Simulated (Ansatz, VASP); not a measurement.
# One calculation of LiMgBN2, two programs

File INCAR:

```
SYSTEM = LiMgBN2
PREC     = Accurate       ! precision mode
ENCUT    = 520            ! plane-wave cutoff, eV
EDIFF    = 1E-7           ! SCF threshold, eV
ISMEAR   = 0              ! smearing method
SIGMA    = 0.05           ! smearing width, eV
LREAL    = .FALSE.        ! projectors in reciprocal space
LASPH    = .TRUE.         ! aspherical terms in the spheres
NELM     = 100            ! most SCF steps
ALGO     = Normal         ! electronic algorithm
ISIF     = 2              ! what is computed and relaxed
LWAVE    = .FALSE.        ! write WAVECAR
LCHARG   = .FALSE.        ! write CHGCAR
GGA      = PE             ! functional
NBANDS   = 17             ! bands
```

File KPOINTS:

```
regular mesh
0
G
  10 10 10
  0 0 0
```

File POSCAR:

```
LiMgBN2
1.0
   -1.9358189223      1.9358189223      4.3242237401
    1.9358189223     -1.9358189223      4.3242237401
    1.9358189223      1.9358189223     -4.3242237401
Li Mg B N
1 1 1 2
Direct
    0.2500000000      0.7500000000      0.5000000000
    0.7500000000      0.2500000000      0.5000000000
    0.5000000000      0.5000000000      0.0000000000
    0.6512635000      0.6512635000      0.0000000000
    0.3487365000      0.3487365000      0.0000000000
```

Input for Ansatz:

```yaml
crystal:
  lattice:
    - [-1.9358189223, 1.9358189223, 4.3242237401]
    - [1.9358189223, -1.9358189223, 4.3242237401]
    - [1.9358189223, 1.9358189223, -4.3242237401]
  atoms:
    - { symbol: Li, position: [0.25, 0.75, 0.5] }
    - { symbol: Mg, position: [0.75, 0.25, 0.5] }
    - { symbol: B, position: [0.5, 0.5, 0.0] }
    - { symbol: "N", position: [0.6512635, 0.6512635, 0.0] }
    - { symbol: "N", position: [0.3487365, 0.3487365, 0.0] }
basis:
  ecutwfc: 420
kpoints:
  mp_grid: { grid: [10, 10, 10] }
hamiltonian:
  xc: pbe
scf:
  occupations: { method: gaussian, width: 0.05 }
output:
  forces: true
  stress: true
  eigenvalues: true
```

Alike in both runs: task single point; functional PBE; k mesh 10 × 10 × 10; occupations gaussian, width 0.05 eV; no spin polarisation.

```csv
,VASP,Ansatz
version,VASP 6.6.1,Ansatz 0.2.0
potentials or method,"VASP PAW PBE potentials, release 64 (Li_sv, Mg, B, N)","scalar-relativistic, plane waves, PAW"
plane-wave cutoff (eV),520,420
valence electrons in the cell,18,26
```

```csv
,VASP,Ansatz,Ansatz less VASP
gap on the k mesh at the Fermi level (eV),2.55,2.55,+0.005
least direct gap on the mesh (eV),3.44,3.45,+0.012
rms of the force components (eV/Å),0.807,0.811,+0.0038
```

Atom by atom the forces differ by 0.004 eV/Å (rms over components). The functional is the same, so the differences come from potentials, cutoffs and numerics. The two sets of potentials don't hold the same shells in valence.

Caveats: forces of over 1 eV/Å show positions far from the minimum, so gaps and moduli don't describe the material at rest. A k mesh can miss the band edges.
